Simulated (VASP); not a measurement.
Crystal: P4Pd.

```xyz
5
Lattice="3.8777 0.0000 0.0000 0.0000 3.8777 0.0000 0.0000 0.0000 7.6111" Properties=species:S:1:pos:R:3 pbc="T T T"
P     0.0000    0.0000    5.7720
P     0.0000    0.0000    1.8392
P     0.0000    0.0000    3.8056
P     1.9389    1.9389    3.8056
Pd    1.9389    1.9389    0.0000
```

The cell was built by a generator and needn't be a form met in nature.

| Property | Result |
| --- | --- |
| Program | VASP 6.6.1 |
| Task | relaxation of cell and atoms |
| Functional | RPBE |
| Potentials or basis | VASP PAW PBE potentials, release 64 (P, Pd) |
| Cutoff | 600 eV |
| k mesh | 7 × 7 × 4 |
| Occupations | gaussian, width 0.05 eV |
| Spin | no spin polarisation |

At the start: pressure -4.5 GPa; volume 22.89 Å³/atom.

Q: How do energy, volume and symmetry change on relaxing?

A: Over 30 steps the energy falls by 790.2 meV/atom and the volume is 17.22 Å³/atom (-24.8 %); space group P4/mmm (No. 123, to 0.05 Å).

The path:
```csv
step,energy change (eV),largest force (eV/Å),pressure (GPa),volume (Å³)
1,0.0000,3.3554,-4.46,114.45
2,-1.6517,1.3099,-10.91,103.81
3,-3.0570,1.0928,-7.94,89.66
4,7.1461,8.3717,133.38,61.99
5,-3.2505,0.9718,-6.12,87.86
6,-3.3493,0.7622,0.00,83.85
7,-3.5171,0.4650,1.13,82.90
8,-3.7856,0.0500,6.72,80.09
9,19.5405,107.3563,114.60,72.79
10,-3.7447,0.5488,4.79,80.01
11,-2.8492,7.2193,19.07,76.68
12,-3.7674,0.4819,4.96,79.70
13,-3.7645,0.8978,8.75,78.25
14,-3.8101,0.1330,6.23,79.10
15,-3.9039,0.2660,3.40,81.80
16,-3.9044,0.3175,3.18,82.03
17,-3.9343,0.0682,1.00,83.67
18,-3.9373,0.2405,0.01,84.44
19,-3.9410,0.2164,0.03,84.61
20,-3.9479,0.1435,0.22,85.08
21,-3.9481,0.0574,0.64,86.00
22,-3.9493,0.0060,0.51,85.70
23,-3.9494,0.0941,0.34,85.30
24,-3.9496,0.0463,0.41,85.52
25,-3.9509,0.0172,-0.12,86.23
26,-3.9509,0.0200,-0.08,86.18
27,-3.9510,0.0183,0.03,86.07
28,-3.9510,0.0161,0.03,86.08
29,-3.9510,0.0134,0.03,86.09
30,-3.9510,0.0093,-0.03,86.11
```

Final structure:
```xyz
5
Lattice="3.3705 0.0000 0.0000 0.0000 3.3705 0.0000 0.0000 0.0000 7.5798" Properties=species:S:1:pos:R:3 pbc="T T T"
P     0.0000    0.0000    6.4876
P     0.0000    0.0000    1.0921
P     0.0000    0.0000    3.7899
P     1.6852    1.6852    3.7899
Pd    1.6852    1.6852    0.0000
```

Caveat: the volume moved by over 15 % at a fixed basis, so the end points are rough; the PAW data sets were made with another functional, which shifts forces and pressure a little.
